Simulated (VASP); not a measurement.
Input:

```
CELL_PARAMETERS angstrom
     -2.56020     2.56020     2.56020
      2.56020    -2.56020     2.56020
      2.56020     2.56020    -2.56020
ATOMIC_POSITIONS crystal
  Ba 0.00000 0.00000 0.00000
```

The numbers are results of PBE GGA, VASP's PBE PAW potentials (set 64) (plane waves; VASP), not measurements. Run with 325 eV cut-off, 9×9×9 Γ-centred mesh, first-order Methfessel-Paxton smearing of 0.10 eV, potentials Ba_sv.

Unless said otherwise, spin-orbit coupling is left out, though it shifts the bands of the heavy elements here.

Task: Predict the energy per atom (σ→0), band gap (on the k-mesh) with the smallest direct gap where there is one.

Result: 
The band gap (on the k-mesh) comes out as none (metal, semimetal or under 0.01 eV) and the energy per atom (σ→0) is -1.902 eV/atom.

Total energies compare only between runs with the same potentials, cut-off and functional.

The compound is Ba in the bcc structure. The cell was not relaxed at this level. The run is one of a series of settings (ENCUT = 325 against the base run), some of them coarse on purpose.
